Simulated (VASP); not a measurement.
Crystal: CdS.

```
Cd S
1.0
     0.00000    2.91650    2.91650
     2.91650    0.00000    2.91650
     2.91650    2.91650    0.00000
Cd S
1 1
Cartesian
  0.0000 0.0000 0.0000
  1.4583 1.4583 1.4583
```

```yaml
Program: VASP 6.6.1
Task: relaxation of cell and atoms
Functional: PBE
Potentials_or_basis: VASP PAW PBE potentials, release 64 (Cd, S)
Cutoff: 520 eV
k_mesh: 10 × 10 × 10
Occupations: gaussian, width 0.02 eV
Spin: no spin polarisation
```

At the start: pressure 3.2 GPa; volume 24.81 Å³/atom.

Q: Where does the relaxation end?

A: Over 3 steps the energy falls by 12.9 meV/atom and the volume is 26.16 Å³/atom (+5.4 %); space group F-43m (No. 216, to 0.05 Å).

Step by step:
```tsv
step	energy change (eV)	largest force (eV/Å)	pressure (GPa)	volume (Å³)
1	0.0000	0.0000	3.21	49.62
2	-0.0230	0.0000	-0.93	53.27
3	-0.0258	0.0000	0.01	52.31
```

Final structure:
```
Cd S
1.0
     0.00000    2.96842    2.96842
     2.96842    0.00000    2.96842
     2.96842    2.96842    0.00000
Cd S
1 1
Direct
  0.00000 0.00000 0.00000
  0.25000 0.25000 0.25000
```
